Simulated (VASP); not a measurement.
VASP runs on EuO (rock salt) share one base input (PBE GGA, plane waves, VASP's PBE PAW potentials (set 64)) and change the settings named in each case.

**KPOINTS**
```
Automatic mesh
0
Gamma
8 8 8
0 0 0
```

**INCAR**
```
! general
SYSTEM  = EuO
PREC    = Accurate
ENCUT   = 520   ! plane-wave cut-off (eV)
LREAL   = F
LASPH   = T

! electronic loop
EDIFF   = 1E-6   ! SCF stop (eV)
NELM    = 100
ALGO    = Normal   ! blocked Davidson
LMAXMIX = 6   ! l cut-off of mixed one-centre charges

! smearing
ISMEAR  = 0   ! Gaussian
SIGMA   = 0.05

! functional
GGA     = PE

! ions
ISIF    = 2

! output
LWAVE   = F
LCHARG  = F
```

### POSCAR
```
EuO
1
    0.0000000000     2.5700000000     2.5700000000
    2.5700000000     0.0000000000     2.5700000000
    2.5700000000     2.5700000000     0.0000000000
Eu O
1 1
Direct
  0.0000000000   0.0000000000   0.0000000000
  0.5000000000   0.5000000000   0.5000000000
```

POTCAR, in this order: Eu_2 O (PBE.64 set). Program: vasp_std.

```csv
change,pressure (GPa),electronic steps
base run,-8.57,13
EDIFF = 1E-2,…,8
EDIFF = 1E-3,…,9
EDIFF = 1E-4,-8.59,11
EDIFF = 1E-5,-8.57,12
EDIFF = 1E-8,-8.57,15
```

Fill in the missing entries.

- EDIFF = 1E-3, pressure (GPa): -8.04
- EDIFF = 1E-2, pressure (GPa): -6.70

The 4f electrons are frozen in the core of the lanthanide potential, so 4f levels, which can set the real gap, and their magnetism are missing.

Left out are runs that ran out of time, are held back, or changed the cell or the kind of run, fixed moments of cells without a moment, rows past the twelfth, gaps on odd meshes, pressures of charged cells and columns that move by less than the noise.

The compound is EuO in the rock salt structure. The cell was not relaxed at this level.
